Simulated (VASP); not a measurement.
```yaml
crystal:
  lattice:
    - [4.09509, 0.00000, 0.00000]
    - [0.00000, 4.09509, 0.00000]
    - [0.00000, 0.00000, 4.09509]
  atoms:
    - { symbol: K, position: [0.00000, 0.00000, 0.00000] }
    - { symbol: Ta, position: [0.50000, 0.50000, 0.50000] }
    - { symbol: O, position: [0.50000, 0.00000, 0.50000] }
    - { symbol: O, position: [0.00000, 0.50000, 0.50000] }
    - { symbol: O, position: [0.50000, 0.50000, 0.00000] }
```

Level of theory: optB88-vdW, VASP's PBE PAW potentials (set 64) (plane waves; VASP). Settings: 520 eV cut-off, 6×6×6 Γ-centred mesh, Gaussian smearing of 0.050 eV, potentials K_sv Ta_pv O.

Unless said otherwise, spin-orbit coupling is left out, though it shifts the bands of the heavy elements here.

**Question.** Predict the energy per atom (σ→0), pressure, band gap (on the k-mesh) with the smallest direct gap where there is one.

**Answer.** 
```json
{
  "band gap (on the k-mesh)": "2.01 eV",
  "smallest direct gap (on the k-mesh)": "2.64 eV",
  "energy per atom (σ→0)": "-6.370 eV/atom",
  "pressure": "-100.4 kbar"
}
```

Total energies compare only between runs with the same potentials, cut-off and functional.

The compound is KTaO3 in the cubic perovskite structure. This cell is one point of a volume scan, at 1.06 of the reference volume.
